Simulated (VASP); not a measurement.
These are AM05 GGA, VASP's PBE PAW potentials (set 64) (plane waves; VASP) values and carry that method's errors.

Input for VASP

### POSCAR
```
NaCl
1
    0.0000000000     2.8423919648     2.8423919648
    2.8423919648    -0.0000000000     2.8423919648
    2.8423919648     2.8423919648    -0.0000000000
Na Cl
1 1
Direct
  0.0000000000   0.0000000000   0.0000000000
  0.5000000000   0.5000000000   0.5000000000
```

INCAR:
```
SYSTEM = NaCl
PREC = Accurate; ENCUT = 520; LREAL = .FALSE.
LASPH = .TRUE.
EDIFF = 1E-6; NELM = 100; ALGO = Normal
ISMEAR = 0; SIGMA = 0.05
GGA = AM
IBRION = 2; NSW = 60; ISIF = 3
EDIFFG = -0.01
LWAVE = .FALSE.; LCHARG = .FALSE.
```

KPOINTS:
```
Automatic mesh
0
Gamma
7 7 7
0 0 0
```

POTCAR, in this order: Na_pv Cl (PBE.64 set). Program: vasp_std.

### Question
What will the output report for the number of irreducible k-points (NKPTS), largest plane-wave count, number of space-group operations, FFT grid (NGX, NGY, NGZ)?

### Answer

```yaml
number of irreducible k-points (NKPTS): 20
largest_plane_wave_count: 1251
number_of_space_group_operations: 48
FFT grid (NGX, NGY, NGZ): 30 × 30 × 30
```

The compound is NaCl in the rock salt structure. It was relaxed first. The start is the result of an earlier pass.
